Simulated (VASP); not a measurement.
VASP ran on this input.

File POSCAR:
```
LaP
1
    0.0000000000     3.6257600000     3.6257600000
    3.6257600000     0.0000000000     3.6257600000
    3.6257600000     3.6257600000     0.0000000000
La P
1 1
Direct
  0.0000000000   0.0000000000   0.0000000000
  0.2500000000   0.2500000000   0.2500000000
```

### KPOINTS
```
Automatic mesh
0
gamma
8 8 8
0 0 0
```

INCAR:
```
ALGO = Normal
IBRION = 2
SIGMA = 0.1
NELM = 100
ENCUT = 400   # plane-wave cut-off (eV)
EDIFFG = -0.01   # ionic stop
SYSTEM = LaP
GGA = PE   # PBE
ISMEAR = 1   # Methfessel-Paxton
LMAXMIX = 6   # l cut-off of mixed one-centre charges
PREC = Accurate
LREAL = .FALSE.
LASPH = .TRUE.
LWAVE = .FALSE.
ISIF = 3   # ions, shape and volume
LCHARG = .FALSE.
NSW = 60
EDIFF = 1E-6   # SCF stop (eV)
```

POTCAR, in this order: La P (PBE.64 set). Program: vasp_std.

Question: Translate this PBE calculation to Quantum ESPRESSO's pw.x.

Answer: One equivalent input (not run):
```
&CONTROL
  calculation = 'vc-relax'
  pseudo_dir = './pseudo'
  outdir = './out'
  tprnfor = .true.
  tstress = .true.
  nstep = 60
  forc_conv_thr = 0.00039
/
&SYSTEM
  ibrav = 0
  nat = 2
  ntyp = 2
  ecutwfc = 110
  occupations = 'smearing'
  smearing = 'methfessel-paxton'
  degauss = 0.00735
  input_dft = 'pbe'
/
&ELECTRONS
  conv_thr = 7.3e-08
  electron_maxstep = 100
/
&IONS
/
&CELL
/
ATOMIC_SPECIES
  La 138.905 La.upf
  P 30.974 P.upf
CELL_PARAMETERS angstrom
     0.0000000    3.6257600    3.6257600
     3.6257600    0.0000000    3.6257600
     3.6257600    3.6257600    0.0000000
ATOMIC_POSITIONS crystal
  La   0.0000000  0.0000000  0.0000000
  P    0.2500000  0.2500000  0.2500000
K_POINTS automatic
  8 8 8 0 0 0
```
The two are equivalent in intent, not identical: the potentials are each code's own (VASP's PAW set, PseudoDojo norm-conserving files in pw.x), so ENCUT and ecutwfc are chosen apart and not converted; conv_thr bounds pw.x's estimated SCF error, while EDIFF bounds the energy change between steps; forc_conv_thr acts on force components and is met together with etot_conv_thr.

The structure was generated: LaP was put into the zinc blende type (F-43m), which need not be its known phase. This run relaxes it. Symmetry was kept, so distortions that lower it aren't found.
